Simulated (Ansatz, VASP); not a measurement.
# Cross-check of SiTe between VASP and Ansatz

Aim: how closely do two programs agree when they are given the same cell, functional and k mesh? The cell is generated by rule, not measured, and may not be a known phase. The cell is taken from a series of runs on this material, whose earlier steps may have relaxed, scaled, displaced or heated it; both programs get it as it stands.

Calculated with Ansatz 0.2.0; plane waves, with VASP 6.6.1 beside it; relaxation of cell and atoms at LDA.

### Step 1. Starting point

It takes space group F-43m (No. 216, cubic). The conventional cell has a = 6.379 Å, b = 6.379 Å, c = 6.379 Å, α = 90.00°, β = 90.00°, γ = 90.00°. Si has 4 Te at 2.76 Å nearest. Nearest to Te lie 4 Si at 2.76 Å. Farther neighbours and most contacts between anions are not listed.

Structure file:

```cif
data_structure
_symmetry_space_group_name_H-M 'P 1'
_symmetry_Int_Tables_number 1
_cell_length_a 4.5106
_cell_length_b 4.5106
_cell_length_c 4.5106
_cell_angle_alpha 60.000
_cell_angle_beta 60.000
_cell_angle_gamma 60.000
_cell_volume 64.89
loop_
_atom_site_label
_atom_site_type_symbol
_atom_site_fract_x
_atom_site_fract_y
_atom_site_fract_z
_atom_site_occupancy
Si1 Si 0.00000 0.00000 0.00000 1
Te2 Te 0.75000 0.75000 0.75000 1
```

### Step 2. VASP: relaxation of cell and atoms, LDA, pair 1

The relaxed volume is the usual yardstick between codes: in a stiff, nearly cubic crystal its relative difference is about their pressure difference at one cell divided by the bulk modulus.

Lines of VASP's logs that name or quote its potential files are left out, and so is its time.

INCAR reads:

```
SYSTEM = SiTe
PREC = Accurate
ENCUT = 500
EDIFF = 1E-07
NELM = 120
ISMEAR = 0
SIGMA = 0.1
LREAL = .FALSE.
ALGO = Normal
GGA = PW92
NBANDS = 11
LORBIT = 11
LWAVE = .FALSE.
LCHARG = .FALSE.
ISIF = 3
IBRION = 2
NSW = 80
EDIFFG = -0.005
LASPH = .TRUE.
GGA_COMPAT = .FALSE.
NELMIN = 4
KPAR = 2
```

POSCAR reads:

```
SiTe
1.0
    0.0000000000      3.1895110000      3.1895110000
    3.1895110000      0.0000000000      3.1895110000
    3.1895110000      3.1895110000      0.0000000000
Si Te
1 1
Direct
    0.0000000000      0.0000000000      0.0000000000
    0.7500000000      0.7500000000      0.7500000000
```

KPOINTS reads:

```
Automatic mesh
0
Gamma
10 10 10
0 0 0
```

PAW data sets: Si and Te (LDA family, release 64).

On the command line:

```
mpirun -np 2 vasp_std
```

The log of the run:

```text
[banner, memory and clock lines left out]
running    2 mpi-ranks, on    1 nodes
 distrk:  each k-point on    1 cores,    2 groups
 distr:  one band on    1 cores,    1 groups

 POSCAR found type information on POSCAR SiTe
 POSCAR found :  2 types and       2 ions
|                                                                             |
|               ----> ADVICE to this user running VASP <----                  |
|                                                                             |
|     You enforced a specific xc type in the INCAR file but a different       |
|     [... a line on the potential file left out ...]
|     I HOPE YOU KNOW WHAT YOU ARE DOING!                                     |
|                                                                             |

 LDA part: xc-table for (Slater(with rela. corr.)+PW92), standard interpolation
 POSCAR, INCAR and KPOINTS ok, starting setup
 FFT: planning ... GRIDC
 FFT: planning ... GRID_SOFT
 FFT: planning ... GRID
 WAVECAR not read
 entering main loop
       N       E                     dE             d eps       ncg     rms          rms(c)
DAV:   1     0.242182138780E+02    0.24218E+02   -0.35427E+03  1034   0.659E+02
DAV:   2    -0.692241842412E+01   -0.31141E+02   -0.30137E+02  1383   0.999E+01
DAV:   3    -0.854938671148E+01   -0.16270E+01   -0.16203E+01  1327   0.241E+01
DAV:   4    -0.857531987602E+01   -0.25933E-01   -0.25928E-01  1211   0.366E+00
DAV:   5    -0.857602015821E+01   -0.70028E-03   -0.70028E-03  1260   0.577E-01    0.908E+00
DAV:   6    -0.854730897694E+01    0.28711E-01   -0.14241E-02  1196   0.565E-01    0.546E+00
DAV:   7    -0.853350654834E+01    0.13802E-01   -0.25697E-02  1139   0.779E-01    0.103E-01
DAV:   8    -0.853341374059E+01    0.92808E-04   -0.11255E-03  1166   0.202E-01    0.844E-02
DAV:   9    -0.853341065686E+01    0.30837E-05   -0.57145E-05  1186   0.438E-02    0.380E-02
DAV:  10    -0.853341041987E+01    0.23699E-06   -0.28444E-06  1251   0.102E-02    0.179E-02
DAV:  11    -0.853341053861E+01   -0.11874E-06   -0.55576E-07  1179   0.398E-03    0.508E-03
DAV:  12    -0.853341053540E+01    0.32076E-08   -0.26120E-08   610   0.102E-03
   1 F= -.85334105E+01 E0= -.85315782E+01  d E =-.853341E+01
 curvature:   0.00 expect dE= 0.000E+00 dE for cont linesearch  0.000E+00
 trial: gam= 0.00000 g(F)=  0.102E-47 g(S)=  0.111E-03 ort = 0.000E+00 (trialstep = 0.100E+01)
 search vector abs. value=  0.111E-03
 bond charge predicted
       N       E                     dE             d eps       ncg     rms          rms(c)
DAV:   1    -0.853367114619E+01   -0.26061E-03   -0.38961E-03  1103   0.270E-01    0.789E-02
DAV:   2    -0.853351402437E+01    0.15712E-03   -0.35925E-04  1064   0.898E-02    0.401E-02
DAV:   3    -0.853347424502E+01    0.39779E-04   -0.81475E-05  1124   0.414E-02    0.228E-02
DAV:   4    -0.853346815580E+01    0.60892E-05   -0.80432E-06  1214   0.138E-02    0.313E-02
DAV:   5    -0.853346711190E+01    0.10439E-05   -0.18351E-06  1233   0.649E-03    0.131E-02
DAV:   6    -0.853346705584E+01    0.56065E-07   -0.32558E-07   927   0.270E-03
   2 F= -.85334671E+01 E0= -.85316208E+01  d E =-.565204E-04
 trial-energy change:   -0.000057  1 .order   -0.000057   -0.000111   -0.000003
 step:   1.0240(harm=  1.0240)  dis= 0.00000  next Energy=    -8.533467 (dE=-0.568E-04)
 reached required accuracy - stopping structural energy minimisation
```

OUTCAR, selected parts (step 2):

```text
ion  position               nearest neighbor table
   1  0.000  0.000  0.000-   2 2.76   2 2.76   2 2.76   2 2.76
   2  0.750  0.750  0.750-   1 2.76   1 2.76   1 2.76   1 2.76

  LATTYP: Found a face centered cubic cell.
 ALAT       =     6.3790220000

 Subroutine GETGRP returns: Found 24 space group operations
 (whereof 24 operations were pure point group operations)

The static configuration has the point symmetry T_d .

 Found     47 irreducible k-points:

   k-points           NKPTS =     47   k-points in BZ     NKDIM =     47   number of bands    NBANDS=     11

   dimension x,y,z NGX =    36 NGY =   36 NGZ =   36
   dimension x,y,z NGXF=    72 NGYF=   72 NGZF=   72

   ENCUT  =  500.0 eV  36.75 Ry    6.06 a.u.   8.22  8.22  8.22*2*pi/ulx,y,z

   NELECT =      10.0000    total number of electrons

 k-points in reciprocal lattice and weights: Automatic mesh
   0.00000000  0.00000000  0.00000000       0.001
   0.10000000  0.00000000  0.00000000       0.008
   0.20000000  0.00000000  0.00000000       0.008
   0.30000000  0.00000000  0.00000000       0.008
   0.40000000  0.00000000  0.00000000       0.008
   0.50000000  0.00000000  0.00000000       0.004
   0.10000000  0.10000000  0.00000000       0.006
   0.20000000  0.10000000  0.00000000       0.024
   0.30000000  0.10000000  0.00000000       0.024
[...]
-0.30000000  0.40000000  0.20000000       0.024
  -0.30000000  0.50000000  0.20000000       0.012

 average (electrostatic) potential at core
       1 -87.3030       2 -91.2437

 E-fermi :   4.5833

 k-point     1 :       0.0000    0.0000    0.0000
  band No.  band energies     occupation
      1      -8.4913      2.00000
      2       0.4327      2.00000
      3       2.0620      2.00000
      4       2.0620      2.00000
      5       2.0620      2.00000
      6       5.1208      0.00000
      7       5.1208      0.00000
      8       5.1208      0.00000
      9       8.8688      0.00000
     10      10.7986      0.00000
    ...

 k-point     2 :       0.1000    0.0000    0.0000
  band No.  band energies     occupation
      1      -8.4230      2.00000
      2      -0.1976      2.00000
      3       1.9648      2.00000
      4       1.9648      2.00000
      5       2.4140      2.00000
      6       5.2759      0.00000
      7       5.2759      0.00000
      8       5.2905      0.00000
      9       9.2560      0.00000
     10      10.4955      0.00000
    ...

 k-point     3 :       0.2000    0.0000    0.0000
  band No.  band energies     occupation
      1      -8.2292      2.00000
      2      -1.2658      2.00000
      3       1.7468      2.00000
      4       1.7468      2.00000
      5       2.6248      2.00000
      6       5.6185      0.00000
      7       5.6185      0.00000
      8       5.9999      0.00000
      9      10.0317      0.00000
     10      10.1951      0.00000
    ...

  Total        0.0009167      0.0009167      0.0009167     -0.0000000      0.0000000     -0.0000000
  in kB        0.0225684      0.0225684      0.0225684     -0.0000000      0.0000000     -0.0000000
  external PRESSURE =       0.0225684 kB  Pullay stress =       0.0000000 kB

  energy-cutoff  :      500.00
  volume of cell :       65.08
      direct lattice vectors                 reciprocal lattice vectors
     0.000000000  3.192523728  3.192523728    -0.156615907  0.156615907  0.156615907
     3.192523728 -0.000000000  3.192523728     0.156615907 -0.156615907  0.156615907
     3.192523728  3.192523728 -0.000000000     0.156615907  0.156615907 -0.156615907

 POSITION                                       TOTAL-FORCE (eV/Angst)
 -----------------------------------------------------------------------------------
      0.00000      0.00000      0.00000        -0.000000     -0.000000     -0.000000
      4.78879      4.78879      4.78879         0.000000      0.000000      0.000000
 -----------------------------------------------------------------------------------
    total drift:                               -0.000000     -0.000000     -0.000000

  FREE ENERGIE OF THE ION-ELECTRON SYSTEM (eV)
  ---------------------------------------------------
  free  energy   TOTEN  =        -8.5334670558 eV

  energy  without entropy=       -8.5297746035  energy(sigma->0) =       -8.53162083

 reached required accuracy - stopping structural energy minimisation

 total charge
# of ion       s       p       d       tot
------------------------------------------
    1        0.967   0.595   0.000   1.562
    2        1.420   1.910   0.049   3.379
--------------------------------------------------
tot          2.388   2.505   0.049   4.942

[... 3 further parts left out ...]
```

The run keeps the 24 symmetry operations of its start, so it cannot find a distortion of lower symmetry.

### Step 3. Ansatz: relaxation of cell and atoms, LDA, pair 1

Ansatz runs on norm-conserving files, of PseudoDojo where its log says so.

The same cell, functional (in two slightly different forms), mesh and smearing now go to Ansatz, which takes its cutoff from its data sets.

input.yaml reads:

```yaml
crystal:
  lattice:
    - [0.0, 3.1895109688, 3.1895109688]
    - [3.1895109688, 0.0, 3.1895109688]
    - [3.1895109688, 3.1895109688, 0.0]
  atoms:
    - { symbol: Si, position: [0.0, 0.0, 0.0] }
    - { symbol: Te, position: [0.75, 0.75, 0.75] }
kpoints:
  mp_grid: { grid: [10, 10, 10] }
hamiltonian:
  xc: lda
  pseudopotentials: { kind: nc }
scf:
  occupations: { method: gaussian, width: 0.1 }
output:
  forces: true
  stress: true
  eigenvalues: true
relax:
  adjacent_minimum: "off"
  f_tol: 0.005
  max_steps: 80
  cell: { stress_tol: 0.05 }
```

On the command line:

```
ansatz run input.yaml --threads 4 --pin off --max-ram 7168MiB --backend cpu --events-out ev --progress --plain --runs-dir out
```

The log of the run:

```text
Engine: ansatz 0.2.0, aarch64-unknown-linux-gnu
Pseudopotentials: kind: nc
Pseudopotential: Si, nc, valence charge 4, recommended cutoff 435.38218 eV (normal), Si.nc.azcp (PseudoDojo's, or run here from an input of PseudoDojo's: the run reads no file of this project's for it)
Pseudopotential: Te, nc, valence charge 16, recommended cutoff 1120 eV (normal), Te.nc.azcp (PseudoDojo's, or run here from an input of PseudoDojo's: the run reads no file of this project's for it)
Functional definition: SPW92
  exchange = slater_x
  correlation = pw_c
Crystal: 2 atoms, lattice volume = 64.894 Å³
Basis set: ecut = 1120 eV, 5577 PW (Γ)
Bands: 14, of which v1, the nominal top of the filled ones, is band 10 counted from 1 (9 counted from 0)
Symmetry: 24 space group operations
Space group: F-43m (ITA 216), of the structure as read, at distance tolerance 4.0e-5 Å
k-points: 47 of 1000 (time reversal used)
Non-local potential: Si, projectors of the file, l = 0: 2, l = 1: 2, l = 2: 2
Non-local potential: Te, projectors of the file, l = 0: 3, l = 1: 2, l = 2: 2, l = 3: 2
Initial density: superposition of atomic densities (chi_scale 0.1, normalization cell, long waves kept (reshape's long-wave potential 0.00 eV rms))
Initial wavefunctions: pseudopotential atomic-orbital guess
Functional: x = slater, c = lda
SCF iter   1: F=—  HF=-2960.050015 eV  |F-HF|=—  |Δ(HF+E_count)|=         —  Δρ=1.59e-2  dr2=1.82e-1  ethr=3.10e-3  ⟨swp⟩=6.2  Hψ=4185  notcnv=0
preconditioner: auto → Kerker (q_TF=auto, 2.242 Å⁻¹)  [metal: Δε(μ)=0.067 eV  Ē_g=8.622 eV  σ=0.100 eV  W_gap=0.36  n_scr=14 (ndim 8)  ℏωp=14.6 eV  f_vac=0.007  D(μ)=0.80/eV (n_scr^D=0)]
SCF iter   2: F=—  HF=-2960.017938 eV  |F-HF|=—  |Δ(HF+E_count)|=   3.21e-2  Δρ=9.74e-3  dr2=6.77e-2  ethr=9.09e-4  ⟨swp⟩=1.1  Hψ=1044  notcnv=0
SCF iter   3: F=—  HF=-2959.998430 eV  |F-HF|=—  |Δ(HF+E_count)|=   1.95e-2  Δρ=1.32e-3  dr2=2.65e-3  ethr=3.39e-4  ⟨swp⟩=2.5  Hψ=929  notcnv=0
SCF iter   4: F=—  HF=-2959.998038 eV  |F-HF|=—  |Δ(HF+E_count)|=   3.92e-4  Δρ=4.44e-4  dr2=3.16e-4  ethr=1.32e-5  ⟨swp⟩=2.0  Hψ=886  notcnv=0
SCF iter   5: F=—  HF=-2959.998061 eV  |F-HF|=—  |Δ(HF+E_count)|=   2.31e-5  Δρ=1.33e-4  dr2=1.12e-5  ethr=1.58e-6  ⟨swp⟩=2.1  Hψ=820  notcnv=0
SCF iter   6: F=—  HF=-2959.998036 eV  |F-HF|=—  |Δ(HF+E_count)|=   2.52e-5  Δρ=2.18e-5  dr2=3.47e-7  ethr=5.62e-8  ⟨swp⟩=2.1  Hψ=829  notcnv=0
SCF iter   7: F=-2959.998036 eV  HF=-2959.998036 eV  |F-HF|=1.48e-8  |Δ(HF+E_count)|=   2.11e-7  Δρ=6.81e-6  dr2=6.01e-8  ethr=5.00e-10  ⟨swp⟩=7.2  Hψ=3553  notcnv=0
SCF 1 converged in 7 iterations: F = -2959.998036 eV  dr2 = 6.01e-8
relax step   1: F+E_penalty+E_count = -2959.99803639 eV  Δ(F+E_penalty+E_count) = +0.000e0 eV  max|allowed force component| = 1.406e-15 eV/Å  Δτ_max = 0.0000 Å  P = -0.013 GPa  Ω = 64.894 Å³  (7 SCF iters, dr2 threshold 1.00e-7 eV, accepted)
Initial density: handed on by an earlier stage of this run
Initial wavefunctions: pseudopotential atomic-orbital guess (no wavefunctions were taken with the density)
iter 1 solved again at ethr=1.58e-7 eV; its pass at ethr=3.10e-3 eV (dr2=3.17e-5 eV) is discarded
SCF iter   1: F=—  HF=-2959.998077 eV  |F-HF|=—  |Δ(HF+E_count)|=         —  Δρ=6.84e-6  dr2=6.04e-8  ethr=1.58e-7  ⟨swp⟩=4.1  Hψ=6475  notcnv=0
preconditioner: auto → Kerker (q_TF=auto, 2.242 Å⁻¹)  [metal: Δε(μ)=0.053 eV  Ē_g=8.609 eV  σ=0.100 eV  W_gap=0.28  n_scr=14 (ndim 8)  ℏωp=14.6 eV  f_vac=0.015  D(μ)=0.74/eV (n_scr^D=0)]
SCF iter   2: F=—  HF=-2959.998036 eV  |F-HF|=—  |Δ(HF+E_count)|=   4.10e-5  Δρ=4.88e-6  dr2=3.62e-8  ethr=3.02e-10  ⟨swp⟩=2.8  Hψ=1133  notcnv=0
SCF iter   3: F=—  HF=-2959.998036 eV  |F-HF|=—  |Δ(HF+E_count)|=   1.12e-8  Δρ=9.68e-7  dr2=1.10e-9  ethr=1.81e-10  ⟨swp⟩=2.0  Hψ=777  notcnv=0
SCF iter   4: F=—  HF=-2959.998036 eV  |F-HF|=—  |Δ(HF+E_count)|=  1.01e-10  Δρ=2.60e-7  dr2=3.60e-11  ethr=5.52e-12  ⟨swp⟩=1.9  Hψ=844  notcnv=0
SCF iter   5: F=-2959.998036 eV  HF=-2959.998036 eV  |F-HF|=2.73e-12  |Δ(HF+E_count)|=  3.46e-11  Δρ=6.37e-8  dr2=3.82e-12  ethr=1.00e-12  ⟨swp⟩=7.6  Hψ=3675  notcnv=0
SCF 2 converged in 5 iterations: F = -2959.998036 eV  dr2 = 3.82e-12
relax step   2: F+E_penalty+E_count = -2959.99803640 eV  Δ(F+E_penalty+E_count) = -3.919e-9 eV  max|allowed force component| = 1.554e-15 eV/Å  Δτ_max = 0.0000 Å  P = -0.013 GPa  Ω = 64.894 Å³  stress off target by 1.34e-2 GPa  SCF on the basis re-selected at this cell (its energy is not comparable with the rows above)  (5 SCF iters)
basis re-selected at this cell: Δ(F+E_penalty+E_count) = -3.919e-9 eV, ΔP = -0.000 GPa vs the last step (what re-selecting the basis moved, of the pressure what is left beyond the Pulay correction that the steps carried, after the strain that the cell walked since its last selection, with what the two solves' SCF thresholds leave and, on support functions, any second-order correction that the steps lacked; it is no m [...]
SCF converged after 5 iterations
Free energy (F): -2959.998036 eV
Harris-Foulkes:  -2959.998036 eV  (|F-HF|=2.73e-12)
Internal energy: -2959.994352 eV  (E = F + TS)
E sigma→0 (E₀):  -2959.996194 eV
Entropy (-TS):   -0.003685 eV (-1.842 meV/atom)
Fermi energy:    6.224751 eV
--- Per-component energies (eV) ---
  E_band       = -305.455225
  E_kinetic    = 1582.804523
  E_local      = -2437.178158  (includes V_loc(G=0)·N_el)
  E_nonlocal   = -766.870339
  E_hartree    = 882.923840
  E_xc         = -698.271583
  E_vxc        = -450.058890  (∫ρ·V_xc dr)
  E_ewald      = -1523.402634
  E_smearing   = -0.003685  (= −TS)
  E_closure    = 0.000000  (closes the sum)
  Σ components = -2959.998036   (vs F -2959.998036, Δ=0.00e0)
--- Forces (eV/Å), atoms counted from 1 ---
  atom   1  Si     0.00000000     0.00000000    -0.00000000
  atom   2  Te    -0.00000000     0.00000000     0.00000000
  max |Σ_I F_I| component: 2.59e-16 eV/Å
--- Stress (GPa, compression-positive) ---
       -0.013406      -0.000000      -0.000000
        0.000000      -0.013406       0.000000
        0.000000       0.000000      -0.013406
  P = ⅓ Tr σ = -0.0134 GPa (-0.134 kbar)
--- Band table (eV; the first three rows and the last of 47) ---
  k-point 0: bands = [... 6 lower, 2.0513, 3.6984, 3.6984, 3.6984, 6.7717, 6.7717, 6.7717, 10.5133]
  k-point 1: bands = [... 6 lower, 1.4241, 3.6012, 3.6012, 4.0484, 6.9271, 6.9271, 6.9401, 10.9021]
  k-point 2: bands = [... 6 lower, 0.3577, 3.3832, 3.3832, 4.2591, 7.2704, 7.2704, 7.6474, 11.6811]
  k-point 46: bands = [... 6 lower, -2.0312, 1.5749, 1.7510, 6.6670, 7.2294, 8.8972, 9.1792, 12.4005]
--- Relaxed structure (1 steps of the walk, 1 accepted, 1 SCFs on fresh bases) ---
  F+E_penalty+E_count = -2959.99803640 eV   max|allowed force component| = 1.554e-15 eV/Å   (the final SCF, on the basis selected at the relaxed cell)
  cell:  # Å, volume = 64.8937 Å³
    - [0.0, 3.1895109688, 3.1895109688]
    - [3.1895109688, 0.0, 3.1895109688]
    - [3.1895109688, 3.1895109688, 0.0]
  atoms:
    - { symbol: Si, position: [0.0, 0.0, 0.0] }
    - { symbol: Te, position: [0.75, 0.75, 0.75] }
```

In the SCF lines HF is the Harris–Foulkes energy and dr2 the Hartree energy of the density residual, in eV; the loop may stop once dr2 is under the threshold and the program's other checks hold. Hψ counts applications of the Hamiltonian.

### Step 4. Differences

Known differences besides the potentials themselves: the data sets hold 20 valence electrons in Ansatz (on norm-conserving files, of PseudoDojo where its log says so) and 10 in VASP; the cutoff is 1120 eV in Ansatz and 500 eV in VASP; VASP's log shows a relativistic correction to its local exchange, Ansatz's none; Ansatz adds a Pulay correction to the stress that steers its cell, VASP none. Total energies have different zeros and are not compared.

The two programs side by side:

```csv
quantity,Ansatz,VASP,difference
volume (Å³),64.89,65.08,-0.28 %
"edge a after relaxation, in the typed setting (Å)",4.511,4.515,-0.10 %
```

[end of part 1 of 2]

[Lines on the potential files, build, host, timing and source positions are cut from VASP's logs without a mark.]

[Logs are printed without paths, hosts, clocks, repeated set-up lines and the standing remarks that a program may print on its own settings, such as how far it seeks lower states.]

[Hosts, paths, dates, database ids (printed as entryN), source tags and the programs' standing remarks are cut or masked in the printed files.]
